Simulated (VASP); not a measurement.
# BiO6 (Pm-3m) in VASP: further runs

Runs on BiO6. Level: PBE. Tasks: single point, relaxation of cell and atoms.

Everything below comes from runs of VASP 6.6.1. Logs are shortened: lines on timing, memory, paths and dates and some standing lists are left out, and cuts for length are marked.

### Step 1. The cell of the first run

It takes space group Pm-3m (No. 221, cubic). Conventional cell: a = 4.903 Å, b = 4.903 Å, c = 4.903 Å, α = 90.00°, β = 90.00°, γ = 90.00°. Bi (site symmetry m-3m) is surrounded by 24 O at 3.52 Å. O (site symmetry 4mm) has 1 O at 1.25 Å as nearest neighbours.

The cell was built by a generator and needn't be a form met in nature.

### Step 2. Single point, PBE (species swapped into the PrB6 type (Pm-3m, No. 221))

Input file INCAR:

```
PREC = Accurate
ENCUT = 520
EDIFF = 1E-7
ISMEAR = 0
SIGMA = 0.1
LREAL = F
LASPH = T
NELM = 100
ALGO = Fast
ISIF = 2
LWAVE = F
LCHARG = F
GGA = PE
NBANDS = 34
```

Input file KPOINTS:

```
Automatic mesh
0
Gamma
  8 8 8
```

Input file POSCAR:

```
BiO6
1.0
    4.9028847547      0.0000000000      0.0000000000
    0.0000000000      4.9028847547      0.0000000000
    0.0000000000      0.0000000000      4.9028847547
Bi O
1 6
Direct
    0.0000000000      0.0000000000      0.0000000000
    0.5000000000      0.5000000000      0.1275190920
    0.5000000000      0.5000000000      0.8724809080
    0.1275190920      0.5000000000      0.5000000000
    0.8724809080      0.5000000000      0.5000000000
    0.5000000000      0.1275190920      0.5000000000
    0.5000000000      0.8724809080      0.5000000000
```

Potentials or basis: VASP PAW PBE potentials, release 64 (Bi_d, O).

Started as:

```bash
$ cat potpaw_PBE.64/Bi_d/POTCAR potpaw_PBE.64/O/POTCAR > POTCAR
$ mpirun -np 1 vasp_std > vasp.out
```

OUTCAR:

```text
PREC = Accurate
   ENCUT = 520
   EDIFF = 1E-7
   ISMEAR = 0
   LREAL = F
   LASPH = T
   NELM = 100
   ISIF = 2
   GGA = PE

 ion  position               nearest neighbor table
   1  0.000  0.000  0.000-
   2  0.500  0.500  0.128-   3 1.25
   3  0.500  0.500  0.872-   2 1.25
   4  0.128  0.500  0.500-   5 1.25
   5  0.872  0.500  0.500-   4 1.25
   6  0.500  0.128  0.500-   7 1.25
   7  0.500  0.872  0.500-   6 1.25

  LATTYP: Found a simple cubic cell.
 ALAT       =     4.9028847547

  Lattice vectors:

 A1 = (   4.9028847547,   0.0000000000,   0.0000000000)
 A2 = (   0.0000000000,   4.9028847547,   0.0000000000)
 A3 = (   0.0000000000,   0.0000000000,   4.9028847547)

Analysis of symmetry for initial positions (statically):
=====================================================================
 Subroutine PRICEL returns:
 Original cell was already a primitive cell.

 Routine SETGRP: Setting up the symmetry group for a
 simple cubic supercell.

 Subroutine GETGRP returns: Found 48 space group operations
 (whereof 48 operations were pure point group operations)
 out of a pool of 48 trial point group operations.

The static configuration has the point symmetry O_h .

Analysis of symmetry for dynamics (positions and initial velocities):
=====================================================================
 Subroutine PRICEL returns:
 Original cell was already a primitive cell.

 Routine SETGRP: Setting up the symmetry group for a
 simple cubic supercell.

 Subroutine GETGRP returns: Found 48 space group operations
 (whereof 48 operations were pure point group operations)
 out of a pool of 48 trial point group operations.

The dynamic configuration has the point symmetry O_h .

 Subroutine INISYM returns: Found 48 space group operations
 (whereof 48 operations are pure point group operations),
 and found     1 'primitive' translations

----------------------------------------------------------------------------------------

                                     Primitive cell

  volume of cell :     117.8569

  direct lattice vectors                    reciprocal lattice vectors
     4.902884755  0.000000000  0.000000000     0.203961555  0.000000000  0.000000000
     0.000000000  4.902884755  0.000000000     0.000000000  0.203961555  0.000000000
     0.000000000  0.000000000  4.902884755     0.000000000  0.000000000  0.203961555

  length of vectors
     4.902884755  4.902884755  4.902884755     0.203961555  0.203961555  0.203961555

  position of ions in fractional coordinates (direct lattice)
     0.000000000  0.000000000  0.000000000
     0.500000000  0.500000000  0.127519092
     0.500000000  0.500000000  0.872480908
     0.127519092  0.500000000  0.500000000
     0.872480908  0.500000000  0.500000000
     0.500000000  0.127519092  0.500000000
     0.500000000  0.872480908  0.500000000

  ion indices of the primitive-cell ions
   primitive index   ion index
                 1           1
                 2           2
                 3           3
                 4           4
                 5           5
                 6           6
                 7           7

----------------------------------------------------------------------------------------

 KPOINTS: Automatic mesh

Automatic generation of k-mesh.
 Grid dimensions read from file:
 generate k-points for:    8    8    8

 Generating k-lattice:

  Cartesian coordinates                     Fractional coordinates (reciprocal lattice)
     0.025495194  0.000000000  0.000000000     0.125000000  0.000000000  0.000000000
     0.000000000  0.025495194  0.000000000     0.000000000  0.125000000  0.000000000
     0.000000000  0.000000000  0.025495194     0.000000000  0.000000000  0.125000000

  Length of vectors
     0.025495194  0.025495194  0.025495194

  Shift w.r.t. Gamma in fractional coordinates (k-lattice)
     0.000000000  0.000000000  0.000000000

 Subroutine IBZKPT returns following result:
 ===========================================

 Found     35 irreducible k-points:

 Following reciprocal coordinates:
            Coordinates               Weight
  0.000000  0.000000  0.000000      1.000000
  0.125000  0.000000  0.000000      6.000000
  0.250000  0.000000  0.000000      6.000000
  0.375000  0.000000  0.000000      6.000000
  0.500000  0.000000  0.000000      3.000000
  0.125000  0.125000  0.000000     12.000000
[... 16 lines left out ...]
  0.375000  0.375000  0.125000     24.000000
  0.500000  0.375000  0.125000     24.000000
 [... further k-points ...]
   k-points           NKPTS =     35   k-points in BZ     NKDIM =     35   number of bands    NBANDS=     34
   number of dos      NEDOS =    301   number of ions     NIONS =      7
   total plane-waves  NPLWV =  46656
   dimension x,y,z NGX =    36 NGY =   36 NGZ =   36
   dimension x,y,z NGXF=    72 NGYF=   72 NGZF=   72
   ions per type =               1   6
   NGX,Y,Z   is equivalent  to a cutoff of  12.21, 12.21, 12.21 a.u.
[... 25 lines left out ...]
   EFERMI =   0.00;   METHOD = LEGACY
   ISMEAR =     0;   SIGMA  =   0.10  broadening in eV -4-tet -1-fermi 0-gaus
   EFERMI_NEDOS =   21; number of points for ismear=-14 and -15
   IALGO  =     68    algorithm
   IMIX   =      4    mixing-type and parameters
     AMIX     =   0.40;   BMIX     =  1.00
     AMIX_MAG =   1.60;   BMIX_MAG =  1.00
  volume/ion in A,a.u.               =      16.84       113.62
  Fermi-wavevector in a.u.,A,eV,Ry     =   1.238264  2.339979 20.861778  1.533297
  Thomas-Fermi vector in A             =   2.372797
   LORBIT       =      0    0 simple, 1 ext, 2 COOP (PROOUT), +10 PAW based schemes
   GGA     = PE    functional components
   LHFCALC =     F    Hartree Fock is set to
   AEXX    =    0.0000 exact exchange contribution
   IVDW    =     0    specifies the selected vdW correction
   LEPSILON=     F    determine dielectric tensor
   LRPA    =     F    only Hartree local field effects (RPA)
 non-spin polarized calculation
 RMM-DIIS sequential band-by-band and
 Gauss-broadening in eV      SIGMA  =   0.10
  energy-cutoff  :      520.00
  volume of cell :      117.86
 maximum number of plane-waves:      3196
   NGX = 19   NGY = 19   NGZ = 19

 number of electron      50.9999962 magnetization

 Free energy of the ion-electron system (eV)
  ---------------------------------------------------
  ext. energy  EPLUGINS =         0.00000000
  ---------------------------------------------------
  free energy    TOTEN  =       -29.11013774 eV

  energy without entropy =      -29.04720217  energy(sigma->0) =      -29.07866995

 E-fermi :   1.8579     XC(G=0):  -8.8432

 val. band max:        1.8519313038   @ k =   0.5000   0.2500   0.0000
 cond. band min:       1.8582311965   @ k =   0.3750   0.2500   0.1250
 fundamental gap:      0.0062998927
 Fermi energy:         1.8578941876

 k-point     1 :       0.0000    0.0000    0.0000
  band No.  band energies     occupation
      1     -24.0760      2.00000
      2     -23.8324      2.00000
      3     -23.8324      2.00000
      4     -21.6468      2.00000
      5     -21.6468      2.00000
      6     -21.6398      2.00000
[... 26 lines left out ...]
     33       7.9784      0.00000
     34      10.9845      0.00000

 k-point     2 :       0.1250    0.0000    0.0000
  band No.  band energies     occupation
      1     -24.0677      2.00000
      2     -23.8403      2.00000
      3     -23.8320      2.00000
      4     -21.6469      2.00000
      5     -21.6464      2.00000
      6     -21.6399      2.00000
[... 26 lines left out ...]
     33       8.4606      0.00000
     34      10.9437      0.00000

 k-point     3 :       0.2500    0.0000    0.0000
  band No.  band energies     occupation
      1     -24.0449      2.00000
      2     -23.8630      2.00000
      3     -23.8317      2.00000
      4     -21.6473      2.00000
      5     -21.6457      2.00000
      6     -21.6402      2.00000
[... 26 lines left out ...]
     33       9.7473      0.00000
     34      10.8840      0.00000
[... 704 lines left out ...]
 k-point    23 :       0.3750    0.3750    0.1250
  band No.  band energies     occupation
      1     -23.9598      2.00000
      2     -23.8991      2.00000
      3     -23.8772      2.00000
      4     -21.6463      2.00000
      5     -21.6445      2.00000
      6     -21.6402      2.00000
[... 26 lines left out ...]
     33      10.1258      0.00000
     34      11.5082      0.00000

 k-point    24 :       0.5000    0.3750    0.1250
  band No.  band energies     occupation
      1     -23.9417      2.00000
      2     -23.9106      2.00000
      3     -23.8834      2.00000
      4     -21.6462      2.00000
      5     -21.6443      2.00000
      6     -21.6403      2.00000
[... 26 lines left out ...]
     33       9.9352      0.00000
     34      11.5039      0.00000

 [... further k-points ...]
[... 5 lines left out ...]
  --------------------------------------------------------------------------------------
  -------------------------------------------------------------------------------------
  Total        0.9249441      0.9249441      0.9249441     -0.0000000      0.0000000     -0.0000000
  in kB       12.5739292     12.5739292     12.5739292     -0.0000000      0.0000000     -0.0000000
  external PRESSURE =      12.5739292 kB  Pullay stress =       0.0000000 kB

 VOLUME and BASIS-vectors are now :
 -----------------------------------------------------------------------------
  energy-cutoff  :      520.00
  volume of cell :      117.86
      direct lattice vectors                 reciprocal lattice vectors
     4.902884755  0.000000000  0.000000000     0.203961555  0.000000000  0.000000000
     0.000000000  4.902884755  0.000000000     0.000000000  0.203961555  0.000000000
     0.000000000  0.000000000  4.902884755     0.000000000  0.000000000  0.203961555

 POSITION                                       TOTAL-FORCE (eV/Angst)
 -----------------------------------------------------------------------------------
      0.00000      0.00000      0.00000         0.000000      0.000000      0.000000
      2.45144      2.45144      0.62521        -0.000000     -0.000000      0.870971
      2.45144      2.45144      4.27767         0.000000      0.000000     -0.870971
      0.62521      2.45144      2.45144         0.870971      0.000000      0.000000
      4.27767      2.45144      2.45144        -0.870971     -0.000000      0.000000
      2.45144      0.62521      2.45144         0.000000      0.870971      0.000000
      2.45144      4.27767      2.45144        -0.000000     -0.870971      0.000000
 -----------------------------------------------------------------------------------
    total drift:                                0.000000     -0.000000      0.000000

  FREE ENERGIE OF THE ION-ELECTRON SYSTEM (eV)
  ---------------------------------------------------
  free  energy   TOTEN  =       -29.1101377392 eV

  energy  without entropy=      -29.0472021705  energy(sigma->0) =      -29.07866995
```

Run time: 2.6 min. Hardware: 1 thread of AMD EPYC 7R13 (Zen 3), shared host; peak memory 0.24 GiB.

What came out:

```
Free energy            : -29.1101 eV
Pressure               : 1.3 GPa
Largest force          : 0.871 eV/Å
Band gap on the k mesh : none (metal or under the smearing width)
```

Forces in eV/Å, atoms in the order of the input:
```
Bi   0.000  0.000  0.000
O    0.000  0.000  0.871
O    0.000  0.000 -0.871
O    0.871  0.000  0.000
O   -0.871  0.000  0.000
O    0.000  0.871  0.000
O    0.000 -0.871  0.000
```

Caveat: the standard files for N, O and F lose accuracy on very short bonds; spin-orbit coupling is left out, which moves the levels of the heavy elements; an odd number of electrons without spin polarisation forces a metal; a magnetic or distorted state may lie lower.

### Step 3. Relaxation of cell and atoms, PBE (species swapped into the PrB6 type (Pm-3m, No. 221))

Input file INCAR:

```
SYSTEM = BiO6
ALGO = Fast
EDIFF = 1E-6
EDIFFG = -0.01
ENCUT = 600
GGA = PE
IBRION = 2
ISIF = 3
ISMEAR = 0
LASPH = .True.
LCHARG = .False.
LREAL = .False.
LWAVE = .False.
NELM = 80
NSW = 100
PREC = Accurate
SIGMA = 0.1
```

Input file KPOINTS:

```
k-points
0
Gamma
  8 8 8
  0 0 0
```

Input file POSCAR:

```
BiO6
1.0
    4.8911977626      0.0000000000      0.0000000000
    0.0000000000      4.8911977626      0.0000000000
    0.0000000000      0.0000000000      4.8911977626
Bi O
1 6
Direct
    0.0000000000      0.0000000000      0.0000000000
    0.5000000000      0.5000000000      0.1279015497
    0.5000000000      0.5000000000      0.8720984503
    0.1279015497      0.5000000000      0.5000000000
    0.8720984503      0.5000000000      0.5000000000
    0.5000000000      0.1279015497      0.5000000000
    0.5000000000      0.8720984503      0.5000000000
```

Potentials or basis: VASP PAW PBE potentials, release 64 (Bi_d, O).

Started as:

```bash
$ cat potpaw_PBE.64/Bi_d/POTCAR potpaw_PBE.64/O/POTCAR > POTCAR
$ mpirun -np 1 vasp_std > vasp.out
```

Run time: 18 min. Hardware: 1 thread of AMD EPYC 7R13 (Zen 3), shared host; peak memory 0.3 GiB.

It converged, with:

| Item | Value |
| --- | --- |
| Free energy | -29.1473 eV |
| Relaxed volume | 16.54 Å³/atom |
| Relaxed cell | a = 4.874 Å, b = 4.874 Å, c = 4.874 Å, α = 90.00°, β = 90.00°, γ = 90.00° |
| Space group after relaxing (to 0.05 Å) | Pm-3m (No. 221) |
| Energy gained by relaxing | 2.8 meV/atom |
| Ionic steps | 13 |
| Pressure after relaxing | 0.0 GPa |
| Largest force after relaxing | 0.003 eV/Å |
| Band gap on the k mesh | none (metal or under the smearing width) |

Forces on the atoms (eV/Å):
```
Bi   0.000  0.000  0.000
O    0.000  0.000 -0.003
O    0.000  0.000  0.003
O   -0.003  0.000  0.000
O    0.003  0.000  0.000
O    0.000 -0.003  0.000
O    0.000  0.003  0.000
```

Step by step:
```
step  energy change (eV)  largest force (eV/Å)  pressure (GPa)  volume (Å³)
   1              0.0000                0.8212            1.27       117.02
   2              0.3177                2.7762           -5.92       119.27
   3             -0.0181                0.0122           -0.31       117.41
   4             -0.0181                0.0125           -0.27       117.40
   5             -0.0181                0.0269           -0.24       117.39
   6             -0.0187                0.0243           -0.17       117.02
   7             -0.0195                0.0142            0.00       115.90
   8             -0.0195                0.0142            0.01       115.76
   9             -0.0194                0.0109            0.08       115.50
  10             -0.0195                0.0119            0.06       115.70
  11             -0.0195                0.0120            0.06       115.73
  12             -0.0192                0.0950           -0.19       115.87
  13             -0.0195                0.0033            0.02       115.75
```

Final structure:
```
CELL_PARAMETERS angstrom
4.87353 0.00000 0.00000
0.00000 4.87353 0.00000
0.00000 0.00000 4.87353
ATOMIC_POSITIONS crystal
Bi 0.00000 0.00000 0.00000
O 0.50000 0.50000 0.12999
O 0.50000 0.50000 0.87001
O 0.12999 0.50000 0.50000
O 0.87001 0.50000 0.50000
O 0.50000 0.12999 0.50000
O 0.50000 0.87001 0.50000
```

Levels at points of the mesh, in eV from the Fermi level:
```tsv
k point	band 21	band 22	band 23	band 24	band 25	band 26	band 27	band 28	band 29	band 30
(0.00, 0.00, 0.00)	-5.83	-1.25	-1.25	-1.25	0.68	0.68	0.68	0.88	0.88	0.88
(0.50, 0.00, 0.00)	-5.68	-1.24	-0.73	-0.25	-0.25	-0.20	-0.20	0.70	0.70	0.88
(0.50, 0.50, 0.00)	-5.64	-0.53	-0.53	-0.53	-0.11	-0.11	0.14	0.20	0.20	0.31
(0.50, 0.50, 0.50)	-5.64	-0.35	-0.35	-0.35	0.12	0.12	0.12	0.15	0.15	0.15
```

Caveat: the standard files for N, O and F lose accuracy on very short bonds; spin-orbit coupling is left out, which moves the levels of the heavy elements; an odd number of electrons without spin polarisation forces a metal; a magnetic or distorted state may lie lower.

### Step 4. Single point, PBE (species swapped into the PrB6 type (Pm-3m, No. 221))

Input file INCAR:

```
PREC = Accurate
ENCUT = 520
EDIFF = 1E-6
ISMEAR = 0
SIGMA = 0.1
LREAL = F
LASPH = T
NELM = 80
ALGO = Fast
ISIF = 2
LWAVE = F
LCHARG = F
GGA = PE
NBANDS = 34
```

Input file KPOINTS:

```
Automatic mesh
0
Gamma
  4 4 4
```

Input file POSCAR:

```
BiO6
1.0
    4.2830587600      0.0000000000      0.0000000000
    0.0000000000      4.2830587600      0.0000000000
    0.0000000000      0.0000000000      4.2830587600
Bi O
1 6
Direct
    0.0000000000      0.0000000000      0.0000000000
    0.5000000000      0.5000000000      0.2070000000
    0.5000000000      0.5000000000      0.7930000000
    0.2070000000      0.5000000000      0.5000000000
    0.7930000000      0.5000000000      0.5000000000
    0.5000000000      0.2070000000      0.5000000000
    0.5000000000      0.7930000000      0.5000000000
```

Started as:

```bash
$ cat potpaw_PBE.64/Bi_d/POTCAR potpaw_PBE.64/O/POTCAR > POTCAR
$ mpirun -np 1 vasp_std > vasp.out
```

Wall time 25 s (1 thread of AMD EPYC 7R13 (Zen 3), shared host); peak memory 0.15 GiB.

The run converged. Its results:

```yaml
Free_energy: -18.1716 eV
Pressure: 41.6 GPa
Largest_force: 6.691 eV/Å
Band_gap_on_the_k_mesh: none (metal or under the smearing width)
```

Forces on the atoms (eV/Å):
```
Bi   0.000  0.000  0.000
O    0.000  0.000 -6.691
O    0.000  0.000  6.691
O   -6.691  0.000  0.000
O    6.691  0.000  0.000
O    0.000 -6.691  0.000
O    0.000  6.691  0.000
```

Levels at points of the mesh, in eV from the Fermi level:
| k point | band 22 | band 23 | band 24 | band 25 | band 26 | band 27 | band 28 | band 29 |
| --- | --- | --- | --- | --- | --- | --- | --- | --- |
| (0.00, 0.00, 0.00) | -3.67 | -1.92 | -1.92 | -0.20 | -0.20 | -0.20 | 1.52 | 1.52 |
| (0.50, 0.00, 0.00) | -2.41 | -1.92 | -1.78 | -0.95 | 0.19 | 0.19 | 1.30 | 1.30 |
| (0.50, 0.50, 0.00) | -1.57 | -1.46 | -1.46 | -0.78 | 0.42 | 0.42 | 0.52 | 0.57 |
| (0.50, 0.50, 0.50) | -1.62 | -0.78 | -0.78 | -0.78 | -0.56 | -0.56 | -0.56 | 0.07 |

Caveat: the k mesh is coarse (spacing up to 0.37 Å⁻¹), so the values aren't converged; a pressure of tens of GPa on the cell as given is suspect, and the run, the potentials or the cell itself is likely at fault; spin-orbit coupling is left out, which moves the levels of the heavy elements; an odd number of electrons without spin polarisation forces a metal; a magnetic or distorted state may lie lower.

### Step 5. Overview

| task | cell | k mesh | cutoff (eV) | mesh quality | gap on the mesh (eV) | pressure (GPa) | largest force (eV/Å) |
| --- | --- | --- | --- | --- | --- | --- | --- |
| single point | species swapped into the PrB6 type (Pm-3m, No. 221) | 8 × 8 × 8 | 520 | not flagged | none | 1.3 | 0.87 |
| relaxation of cell and atoms | relaxed from: species swapped into the PrB6 type (Pm-3m, No. 221) | 8 × 8 × 8 | 600 | not flagged | none | 0.0 | - |
| single point | species swapped into the PrB6 type (Pm-3m, No. 221) | 4 × 4 × 4 | 520 | coarse | none | 41.6 | 6.69 |

Alike in all rows: level PBE; potentials or basis VASP PAW PBE potentials, release 64 (Bi_d, O); no spin polarisation; smearing gaussian 0.1 eV.

Caveats: some runs use coarse meshes; spin-orbit coupling is left out, which moves the levels of the heavy elements; an odd number of electrons without spin polarisation forces a metal; a magnetic or distorted state may lie lower; the standard files for N, O and F lose accuracy on very short bonds (some runs); a pressure of tens of GPa on the cell as given is suspect, and the run, the potentials or the cell itself is likely at fault (some runs).

Total energies depend on the potentials used, so only differences within one code and one set of settings carry meaning.
